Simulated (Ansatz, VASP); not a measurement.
# SnTe: VASP beside Ansatz, part 2 of 2

Aim: how closely do two programs agree when they are given the same cell, functional and k mesh? The cell is taken from a series of runs on this material, whose earlier steps may have relaxed, scaled, displaced or heated it; both programs get it as it stands.

VASP 6.6.1 and Ansatz 0.2.0.

So far: Starting point; VASP: elastic constants, r2SCAN.

**3. Ansatz: elastic constants, r2SCAN**

Level of this step: Ansatz beside VASP: Kohn-Sham DFT, plane waves, r2SCAN (Ansatz).

Ansatz runs on its default PAW (the set named soft_2) files.

The same cell, functional, mesh and smearing now go to Ansatz, which takes its cutoff from its data sets.

input.yaml reads:

```yaml
crystal:
  lattice:
    - [0.0, 3.1876321245, 3.1876321245]
    - [3.1876321245, 0.0, 3.1876321245]
    - [3.1876321245, 3.1876321245, 0.0]
  atoms:
    - { symbol: Sn, position: [0.0, 0.0, 0.0] }
    - { symbol: Te, position: [0.5, 0.5, 0.5] }
kpoints:
  mp_grid: { grid: [8, 8, 8] }
hamiltonian:
  xc: r2scan
scf:
  occupations: { method: gaussian, width: 0.01 }
output:
  forces: true
  stress: true
  eigenvalues: true
elastic:
  mode: relaxed_ion
  stencil: two_point
```

Launch:

```
$ ansatz run input.yaml --threads 4 --pin off --max-ram 8192MiB --backend cpu --events-out ev --progress --plain --runs-dir out
```

Numbers of over 12 decimals in the logs are rounded to 6 here.

The program printed:

```text
Engine: ansatz 0.2.0, x86_64-unknown-linux-gnu
Pseudopotentials: kind: paw
Pseudopotential: Sn, paw, valence charge 14, recommended cutoff 500 eV (meta_gga), Sn.paw.azcp
Pseudopotential: Te, paw, valence charge 16, recommended cutoff 500 eV (meta_gga), Te.paw.azcp
Functional definition: r2SCAN
  parameter k0 = 0.174
  parameter k1 = 0.065
  parameter a1 = 4.9479
  exchange = r2scan_x(k0 = k0, k1 = k1, a1 = a1)
  correlation = r2scan_c
Crystal: 2 atoms, lattice volume = 64.779 Å³
Basis set: ecut = 500 eV, 1639 PW (Γ), exchange–correlation on 144×144×144 points (64 copies of the dense FFT grid, shifted against one another)
Bands: 19, of which v1, the nominal top of the filled ones, is band 15 counted from 1 (14 counted from 0)
Symmetry: 48 space group operations
Space group: Fm-3m (ITA 225), of the structure as read, at distance tolerance 4.0e-5 Å
k-points: 29 of 512
Non-local potential: Sn, projectors of the file, l = 0: 2, l = 1: 2, l = 2: 2, l = 3: 2
Non-local potential: Te, projectors of the file, l = 0: 2, l = 1: 2, l = 2: 2, l = 3: 2
PAW form: soft (Blöchl's): semilocal exchange-correlation on the pseudo side does not see the compensation charge
PAW frozen core: Sn, regenerated for the run's functional (the file was generated under x = pbe(κ = 0.804, μ = 0.219515), c = pbe(β = 0.066725))
PAW frozen core: Te, regenerated for the run's functional (the file was generated under x = pbe(κ = 0.804, μ = 0.219515), c = pbe(β = 0.066725))
PAW one-centre angular grid: Sn, 590 points (default); XC on 249 of its mesh's 2787 points in the sphere
PAW one-centre angular grid: Te, 590 points (default); XC on 160 Gauss nodes
Initial density: superposition of atomic densities (neutral atoms: chi_scale 0, normalization atom), corrected by the library's trained network
Initial wavefunctions: pseudopotential atomic-orbital guess
Functional: x = r2scan, c = r2scan; τ floored in thin density (d = 2e-4 eV/Å³)
SCF iter   1: F=—  HF=-13033.976106 eV  |F-HF|=—  |Δ(HF+E_count)|=         —  Δρ=3.46e-3  dr2=5.57e-3  dr2_τ=5.73e-4  ethr=1.77e-3  ⟨swp⟩=6.5  Hψ=2961  notcnv=0
preconditioner: auto → none  [insulator: Δε(μ)=0.114 eV  Ē_g=9.003 eV  σ=0.010 eV  W_gap=1.00  n_scr=14 (ndim 8)  ℏωp=14.6 eV  f_vac=0.012  D(μ)=0.00/eV (n_scr^D=0)  ε∞_Penn≈3.6]
SCF iter   2: F=—  HF=-13033.984100 eV  |F-HF|=—  |Δ(HF+E_count)|=   7.99e-3  Δρ=1.31e-3  dr2=8.15e-4  dr2_τ=3.14e-5  ethr=1.86e-5  ⟨swp⟩=2.9  Hψ=1269  notcnv=0
SCF iter   3: F=—  HF=-13033.984415 eV  |F-HF|=—  |Δ(HF+E_count)|=   3.15e-4  Δρ=4.23e-4  dr2=5.50e-5  dr2_τ=3.74e-6  ethr=2.72e-6  ⟨swp⟩=2.0  Hψ=1102  notcnv=0
SCF iter   4: F=—  HF=-13033.984431 eV  |F-HF|=—  |Δ(HF+E_count)|=   1.61e-5  Δρ=1.05e-4  dr2=2.59e-6  dr2_τ=8.74e-8  ethr=1.83e-7  ⟨swp⟩=2.0  Hψ=841  notcnv=0
SCF iter   5: F=—  HF=-13033.984436 eV  |F-HF|=—  |Δ(HF+E_count)|=   4.97e-6  Δρ=2.07e-5  dr2=6.34e-7  dr2_τ=1.99e-9  ethr=8.63e-9  ⟨swp⟩=2.0  Hψ=986  notcnv=0
SCF iter   6: F=—  HF=-13033.984436 eV  |F-HF|=—  |Δ(HF+E_count)|=   2.24e-7  Δρ=7.19e-6  dr2=4.10e-8  dr2_τ=3.47e-10  ethr=2.11e-9  ⟨swp⟩=2.2  Hψ=984  notcnv=0
SCF iter   7: F=—  HF=-13033.984436 eV  |F-HF|=—  |Δ(HF+E_count)|=   4.78e-9  Δρ=1.66e-6  dr2=9.01e-10  dr2_τ=2.29e-11  ethr=1.37e-10  ⟨swp⟩=2.0  Hψ=841  notcnv=0
SCF iter   8: F=—  HF=-13033.984436 eV  |F-HF|=—  |Δ(HF+E_count)|=  5.60e-10  Δρ=1.78e-7  dr2=3.38e-11  dr2_τ=2.71e-13  ethr=3.00e-12  ⟨swp⟩=2.0  Hψ=697  notcnv=0
SCF iter   9: F=—  HF=-13033.984436 eV  |F-HF|=—  |Δ(HF+E_count)|=  7.28e-12  Δρ=2.44e-8  dr2=1.79e-13  dr2_τ=6.84e-15  ethr=1.13e-13 (applied; sched 1.00e-12)  ⟨swp⟩=2.1  Hψ=735  notcnv=0
SCF iter  10: F=-13033.984436 eV  HF=-13033.984436 eV  |F-HF|=7.28e-12  |Δ(HF+E_count)|=  1.46e-11  Δρ=2.11e-9  dr2=2.50e-15  dr2_τ=7.77e-17  ethr=1.00e-12  ⟨swp⟩=5.0  Hψ=1978  notcnv=0
SCF 1 converged in 10 iterations: F = -13033.984436 eV  dr2 = 2.50e-15
  greatest PAW one-centre occupation: 0.997 electrons in one spin orbital (limit 2), on the Te atom at site 1 (counted from 0), in its partial waves of l = 2
Initial density: handed on by an earlier stage of this run
Initial wavefunctions: those handed on with the density
[...]
preconditioner: auto → none  [insulator: Δε(μ)=0.141 eV  Ē_g=8.985 eV  σ=0.010 eV  W_gap=1.00  n_scr=14 (ndim 8)  ℏωp=14.6 eV  f_vac=0.015  D(μ)=0.00/eV (n_scr^D=0)  ε∞_Penn≈3.6]
[...]
SCF 2 converged in 2 iterations: F = -13033.984436 eV  dr2 = 1.68e-16
Crystal: 2 atoms, lattice volume = 64.649 Å³
[...]
SCF 3 converged in 7 iterations: F = -13033.984353 eV  dr2 = 4.98e-14
Crystal: 2 atoms, lattice volume = 64.909 Å³
[...]
preconditioner: auto → none  [insulator: Δε(μ)=0.146 eV  Ē_g=8.975 eV  σ=0.010 eV  W_gap=1.00  n_scr=14 (ndim 8)  ℏωp=14.6 eV  f_vac=0.015  D(μ)=0.00/eV (n_scr^D=0)  ε∞_Penn≈3.6]
[...]
SCF 4 converged in 5 iterations: F = -13033.984320 eV  dr2 = 9.69e-14
Symmetry: 8 space group operations
k-points: 95 of 512
[...]
preconditioner: auto → none  [insulator: Δε(μ)=0.128 eV  Ē_g=8.985 eV  σ=0.010 eV  W_gap=1.00  n_scr=14 (ndim 8)  ℏωp=14.6 eV  f_vac=0.014  D(μ)=0.00/eV (n_scr^D=0)  ε∞_Penn≈3.6]
[...]
SCF iter   5: F=—  HF=-13033.984424 eV  |F-HF|=—  |Δ(HF+E_count)|=   1.74e-9  Δρ=2.42e-7  dr2=4.32e-11  dr2_τ=5.45e-13  ethr=8.10e-12  ⟨swp⟩=2.0  Hψ=2452  notcnv=0
SCF iter   6: F=—  HF=-13033.984424 eV  |F-HF|=—  |Δ(HF+E_count)|=  4.00e-11  Δρ=1.17e-7  dr2=1.26e-11  dr2_τ=9.71e-14  ethr=1.44e-13 (applied; sched 1.00e-12)  ⟨swp⟩=2.0  Hψ=2732  notcnv=0
SCF iter   7: F=—  HF=-13033.984424 eV  |F-HF|=—  |Δ(HF+E_count)|=  7.28e-12  Δρ=7.15e-8  dr2=4.06e-12  dr2_τ=3.78e-14  ethr=4.22e-14 (applied; sched 1.00e-12)  ⟨swp⟩=2.0  Hψ=2059  notcnv=0
SCF iter   8: F=—  HF=-13033.984424 eV  |F-HF|=—  |Δ(HF+E_count)|=    0.00e0  Δρ=2.41e-8  dr2=4.64e-13  dr2_τ=3.93e-15  ethr=1.35e-14 (applied; sched 1.00e-12)  ⟨swp⟩=2.0  Hψ=2383  notcnv=0
SCF iter   9: F=-13033.984424 eV  HF=-13033.984424 eV  |F-HF|=0.00e0  |Δ(HF+E_count)|=  3.64e-12  Δρ=7.57e-9  dr2=4.61e-14  dr2_τ=3.93e-16  ethr=1.00e-12  ⟨swp⟩=4.9  Hψ=6196  notcnv=0
SCF 5 converged in 9 iterations: F = -13033.984424 eV  dr2 = 4.61e-14
iter 1 solved again at ethr=1.00e-12 eV; its pass at ethr=3.10e-3 eV (dr2=3.51e-11 eV) is discarded
SCF iter   1: F=—  HF=-13033.984424 eV  |F-HF|=—  |Δ(HF+E_count)|=         —  Δρ=5.59e-7  dr2=3.04e-11  dr2_τ=2.23e-10  ethr=1.00e-12  ⟨swp⟩=3.0  Hψ=11657  notcnv=0
preconditioner: auto → none  [insulator: Δε(μ)=0.129 eV  Ē_g=8.985 eV  σ=0.010 eV  W_gap=1.00  n_scr=14 (ndim 8)  ℏωp=14.6 eV  f_vac=0.014  D(μ)=0.00/eV (n_scr^D=0)  ε∞_Penn≈3.6]
SCF iter   2: F=—  HF=-13033.984424 eV  |F-HF|=—  |Δ(HF+E_count)|=  8.62e-10  Δρ=2.85e-7  dr2=1.75e-11  dr2_τ=2.24e-12  ethr=1.01e-13 (applied; sched 1.00e-12)  ⟨swp⟩=2.1  Hψ=3250  notcnv=0
SCF iter   3: F=—  HF=-13033.984424 eV  |F-HF|=—  |Δ(HF+E_count)|=  3.27e-11  Δρ=1.11e-7  dr2=2.39e-12  dr2_τ=3.45e-13  ethr=5.83e-14 (applied; sched 1.00e-12)  ⟨swp⟩=2.0  Hψ=2280  notcnv=0
SCF iter   4: F=-13033.984424 eV  HF=-13033.984424 eV  |F-HF|=3.64e-12  |Δ(HF+E_count)|=  9.09e-12  Δρ=1.80e-8  dr2=6.14e-14  dr2_τ=1.37e-14  ethr=1.00e-12  ⟨swp⟩=4.0  Hψ=7954  notcnv=0
SCF 6 converged in 4 iterations: F = -13033.984424 eV  dr2 = 6.14e-14
SCF converged after 2 iterations
Free energy (F): -13033.984436 eV
Harris-Foulkes:  -13033.984436 eV  (|F-HF|=0.00e0)
Internal energy: -13033.984436 eV  (E = F + TS)
E sigma→0 (E₀):  -13033.984436 eV
Fermi energy:    9.288039 eV
--- Per-component energies (eV) ---
  E_band       = -388.408303
  E_kinetic    = 364.759270
  E_local      = -2206.571857  (includes V_loc(G=0)·N_el)
  E_nonlocal   = -343.696125
  E_hartree    = 1374.930805
  E_xc         = -490.635799
  E_vxc        = -216.674860  (∫ρ·V_xc dr)
  E_paw        = -8842.057614  (= ΣΔE_a)
  E_vpaw       = -749.465489  (= ΣTr[D̂ρ^β])
  E_aug_tail   = -0.000036  (compensation charges beyond the density's cutoff)
  E_vtau       = 13.379183  (kinetic-family band-sum trace: ∫τ·v_τ [+ j·A + Jᵃ·Aᵃ] dr)
  E_ewald      = -2891.733255
  E_core_change = 1.020175  (= ΣΔE_core)
  E_smearing   = -0.000000  (= −TS)
  E_closure    = 0.000000  (closes the sum)
  Σ components = -13033.984436   (vs F -13033.984436, Δ=0.00e0)
--- Forces (eV/Å), atoms counted from 1 ---
  atom   1  Sn     0.00000000     0.00000000    -0.00000000
  atom   2  Te     0.00000000    -0.00000000    -0.00000000
  max |Σ_I F_I| component: 1.09e-28 eV/Å
--- Stress (GPa, compression-positive) ---
       -0.021568      -0.000000       0.000000
       -0.000000      -0.021568       0.000000
        0.000000      -0.000000      -0.021568
  P = ⅓ Tr σ = -0.0216 GPa (-0.216 kbar)
--- Band table (eV; the first three rows and the last of 29) ---
  k-point 0: bands = [... 11 lower, 4.3405, 6.8320, 6.8320, 6.8320, 12.5780, 12.5780, 12.5780, 14.2716]
  k-point 1: bands = [... 11 lower, 3.5964, 6.8596, 6.8596, 7.3802, 11.8943, 11.8943, 11.9683, 14.2145]
  k-point 2: bands = [... 11 lower, 2.2849, 6.9525, 6.9525, 8.1529, 10.7768, 10.7768, 10.9182, 14.6419]
  k-point 28: bands = [... 11 lower, 1.5737, 4.2312, 4.2312, 8.1925, 10.0626, 14.0352, 14.0352, 15.4009]
--- Elastic constants: 2 strain directions × 2 members + reference (group order 48) ---
  dense FFT box of the reference and of every strained cell: 36×36×36
  strains applied: 11, 23; error gains: componentwise 1.00 (the most a stress slope's error grows in a printed constant), spectral 1.73 (1 for all six strains in a standard setting)
  C = ∂σ_k/∂η_j (tension-positive GPa; Voigt order 11 22 33 23 13 12):
       125.847      3.641      3.641      0.000      0.000      0.000
         3.641    125.847      3.641      0.000      0.000     -0.000
         3.641      3.641    125.847      0.000     -0.000     -0.000
        -0.000      0.000      0.000     18.387     -0.000      0.000
        -0.000      0.000      0.000      0.000     18.387     -0.000
        -0.000      0.000     -0.000     -0.000     -0.000     18.387
  reference stress σ⁰ (GPa):      0.022      0.022      0.022     -0.000     -0.000     -0.000
  C* (energy form; C + prestress term) asymmetry max|C*_kj − C*_jk| = 2.220e-15 GPa — a small one proves nothing (zero by symmetry where the batch's group is 432, −43m or m−3m); a large one is finite-difference/SCF noise where every solve meets its electron count
  moduli (Voigt/Reuss/Hill, GPa): K = 44.38/44.38/44.38   G = 35.47/25.52/30.50   E = 74.44   ν = 0.220
  mechanically stable: yes (min eigenvalue of sym C = 18.39 GPa)
  strain η (Voigt 11):  stress-route row diagonal C_11 = 125.85 GPa, energy-path curvature d²(F+E_count+ΔE)/dδ²/Ω₀ = 125.84 GPa
         δ    σ_11 (GPa)             F (eV)   n_scf  n_hpsi   n_pw
    -2.000e-3      -0.2333      -13033.9843534       7   20931   1666   relax 0 steps, max|allowed force component| 7.57e-29 eV/Å
     2.000e-3       0.2700      -13033.9843203       5   17156   1676   relax 0 steps, max|allowed force component| 2.47e-30 eV/Å
  strain η (Voigt 23):  stress-route row diagonal C_44 = 18.39 GPa, energy-path curvature d²(F+E_count+ΔE)/dδ²/Ω₀ = 18.38 GPa
         δ    σ_23 (GPa)             F (eV)   n_scf  n_hpsi   n_pw
    -2.000e-3      -0.0368      -13033.9844235       9   37805   1676   relax 0 steps, max|allowed force component| 2.54e-29 eV/Å
     2.000e-3       0.0368      -13033.9844235       4   27045   1676   relax 0 steps, max|allowed force component| 1.28e-28 eV/Å
```

**4. Differences**

Known differences besides the potentials themselves: VASP keeps PBE cores, Ansatz makes them for the functional; the data sets hold 30 valence electrons in Ansatz (on its default PAW (the set named soft_2) files) and 20 in VASP; the cutoff is 500 eV in Ansatz and 550 eV in VASP; VASP takes each elastic constant from one size of strain, Ansatz from those that its log lists. Total energies have different zeros and are not compared.

Both answers:

```
 quantity  Ansatz   VASP  difference
C11 (GPa)   125.8  126.8     -0.79 %
C22 (GPa)   125.8  126.8     -0.79 %
C33 (GPa)   125.8  126.8     -0.79 %
C12 (GPa)     3.6    3.7     -2.65 %
C13 (GPa)     3.6    3.7     -2.65 %
C23 (GPa)     3.6    3.7     -2.65 %
C44 (GPa)    18.4   18.5     -0.39 %
C55 (GPa)    18.4   18.5     -0.39 %
C66 (GPa)    18.4   18.5     -0.39 %
```

**5. Outcome**

```json
{
 "difference in C12 (elastic constants, r2SCAN)": "-2.7 %"
}
```

What this shows: The difference in C12 is -2.7 % (elastic constants, r2SCAN), within the 5 % picked in this series as the mark of a large difference. The data sets hold unlike numbers of valence electrons (30 in Ansatz and 20 in VASP), so part of the differences comes from the potentials. 1 further run of this series is not shown here. How closely two codes agree says nothing of how well the functional describes the real material.

[Lines on the potential files, build, host, timing and source positions are cut from VASP's logs without a mark.]

[Logs are printed without paths, hosts, clocks, repeated set-up lines and the standing remarks that a program may print on its own settings, such as how far it seeks lower states.]

[Hosts, paths, dates, database ids (printed as entryN), source tags and the programs' standing remarks are cut or masked in the printed files.]
